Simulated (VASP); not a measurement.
Computed with PBEsol GGA, VASP's PBE PAW potentials (set 64) (plane waves; VASP).

The input files of a VASP run:

INCAR:
```
SYSTEM = NiSb
PREC = Accurate; ENCUT = 400; LREAL = F
LASPH = T
EDIFF = 1E-8; NELM = 100; ALGO = Normal
LMAXMIX = 4
ISMEAR = 1; SIGMA = 0.1
GGA = PS
IBRION = 1; NSW = 30; ISIF = 2
EDIFFG = -0.001
LWAVE = F; LCHARG = F
```

File KPOINTS:
```
Automatic mesh
0
gamma
 8 8 6
```

File POSCAR:
```
NiSb
1
    1.9574784935    -3.3904523668    -0.0000000000
    1.9574784935     3.3904523668    -0.0000000000
   -0.0000000000     0.0000000000     5.0754711956
Ni Sb
2 2
Direct
  0.0000000000   0.0000000000   0.5000000000
  0.0000000000   0.0000000000   0.0000000000
  0.3333330000   0.6666670000   0.2500000000
  0.6666670000   0.3333330000   0.7500000000
```

POTCAR, in this order: Ni Sb (PBE.64 set). Program: vasp_std.

The resulting files:

OSZICAR:
```
       N       E                     dE             d eps       ncg     rms          rms(c)
DAV:   1     0.151503015064E+03    0.15150E+03   -0.10645E+04  1520   0.133E+03
DAV:   2    -0.163575338852E+02   -0.16786E+03   -0.16323E+03  1538   0.299E+02
DAV:   3    -0.242218521891E+02   -0.78643E+01   -0.76464E+01  1761   0.799E+01
DAV:   4    -0.244393418350E+02   -0.21749E+00   -0.21642E+00  1718   0.129E+01
DAV:   5    -0.244465917946E+02   -0.72500E-02   -0.72474E-02  1875   0.247E+00    0.145E+01
DAV:   6    -0.275369598137E+02   -0.30904E+01   -0.43832E+01  1666   0.120E+02    0.188E+01
DAV:   7    -0.226955901110E+02    0.48414E+01   -0.15674E+01  1649   0.831E+01    0.416E+00
DAV:   8    -0.227424143565E+02   -0.46824E-01   -0.18450E+00  2081   0.127E+01    0.269E+00
DAV:   9    -0.226793447349E+02    0.63070E-01   -0.25212E-01  1718   0.876E+00    0.630E-01
DAV:  10    -0.226798671087E+02   -0.52237E-03   -0.78589E-03  1628   0.854E-01    0.498E-01
DAV:  11    -0.226792368252E+02    0.63028E-03   -0.62248E-04  1670   0.235E-01    0.150E-01
DAV:  12    -0.226789854937E+02    0.25133E-03   -0.68032E-04  2034   0.464E-01    0.383E-02
DAV:  13    -0.226789902656E+02   -0.47718E-05   -0.72519E-05  1607   0.592E-02    0.368E-02
DAV:  14    -0.226789898380E+02    0.42761E-06   -0.35687E-06  1639   0.198E-02    0.596E-03
DAV:  15    -0.226789896656E+02    0.17235E-06   -0.32597E-07  2124   0.756E-03    0.185E-03
DAV:  16    -0.226789895222E+02    0.14342E-06   -0.51146E-08  1578   0.185E-03    0.114E-03
DAV:  17    -0.226789894756E+02    0.46603E-07   -0.53903E-08  1485   0.406E-03    0.315E-04
DAV:  18    -0.226789894924E+02   -0.16838E-07   -0.69151E-09   832   0.101E-03    0.115E-04
DAV:  19    -0.226789894906E+02    0.18417E-08   -0.12256E-09   793   0.350E-04
   1 F= -.22678989E+02 E0= -.22678995E+02  d E =-.226790E+02
```

### OUTCAR
```
------------------------ aborting loop because EDIFF is reached ----------------------------------------
  FORCE on cell =-STRESS in cart. coord.  units (eV):
  Direction    XX          YY          ZZ          XY          YZ          ZX
  --------------------------------------------------------------------------------------
  Total       -0.0546020     -0.0546020     -0.0279870      0.0000000      0.0000000     -0.0000000
  in kB       -1.2985477     -1.2985478     -0.6655882      0.0000000      0.0000000     -0.0000000
  external PRESSURE =      -1.0875612 kB  Pullay stress =       0.0000000 kB
  volume of cell :       67.37
      direct lattice vectors                 reciprocal lattice vectors
     1.957478494 -3.390452367  0.000000000     0.255430648 -0.147472946  0.000000000
     1.957478494  3.390452367  0.000000000     0.255430648  0.147472946  0.000000000
     0.000000000  0.000000000  5.075471196     0.000000000  0.000000000  0.197026042
 POSITION                                       TOTAL-FORCE (eV/Angst)
 -----------------------------------------------------------------------------------
      0.00000      0.00000      2.53774        -0.000000      0.000000     -0.000000
      0.00000      0.00000      0.00000        -0.000000      0.000000     -0.000000
      1.95748      1.13015      1.26887         0.000000     -0.000000      0.000000
      1.95748     -1.13015      3.80660        -0.000000     -0.000000     -0.000000
 -----------------------------------------------------------------------------------
    total drift:                                0.000000      0.000000      0.000000
  FREE ENERGIE OF THE ION-ELECTRON SYSTEM (eV)
  ---------------------------------------------------
  free  energy   TOTEN  =       -22.6789894906 eV

  energy  without entropy=      -22.6790051857  energy(sigma->0) =      -22.67899472

 reached required accuracy - stopping structural energy minimisation
```
(Selected blocks of OUTCAR.)

The compound is NiSb in the NiAs type structure. It was relaxed first. The start is the result of an earlier pass. The run is not spin-polarised, so no magnetic state was tried.
